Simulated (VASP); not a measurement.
```yaml
crystal:
  lattice:
    - [4.26360, 2.13180, 2.13180]
    - [2.13180, 4.26360, 2.13180]
    - [2.13180, 2.13180, 4.26360]
  atoms:
    - { symbol: Ni, position: [0.00000, 0.00000, 0.00000], spin: 2.0 }
    - { symbol: Ni, position: [0.50000, 0.50000, 0.50000], spin: -2.0 }
    - { symbol: O, position: [0.25000, 0.25000, 0.25000] }
    - { symbol: O, position: [0.75000, 0.75000, 0.75000] }
```

The numbers are results of PBE GGA + U (Dudarev), VASP's PBE PAW potentials (set 64) (plane waves; VASP 6.6.1), not measurements. Settings: 520 eV cut-off, 8×8×8 Γ-centred mesh, Gaussian smearing of 0.050 eV, potentials Ni O, U − J: Ni 8.00 eV.

Question: Estimate the cell moment, energy per atom (σ→0), pressure, band gap (on the k-mesh) with the smallest direct gap where there is one.

Answer: 
```json
{
  "band gap (on the k-mesh)": "3.10 eV",
  "smallest direct gap (on the k-mesh)": "3.57 eV",
  "cell_moment": "0.00 μB",
  "energy per atom (σ→0)": "-4.987 eV/atom",
  "pressure": "-10.41 GPa"
}
```

Question: Give the moment on each site (PAW-sphere projection).

Answer: 
```json
[
 {"site": "Ni1", "moment (μB)": "1.84"},
 {"site": "Ni2", "moment (μB)": "-1.84"},
 {"site": "O3", "moment (μB)": "0.00"},
 {"site": "O4", "moment (μB)": "0.00"}
]
```

The compound is NiO in the rock salt, AFM-II order structure. The cell was not relaxed at this level. The run is one of a series of settings (LDAU = .TRUE., LDAUJ = 0 0, LDAUL = 2 -1, LDAUTYPE = 2, LDAUU = 8.0 0 against the base run), some of them coarse on purpose.
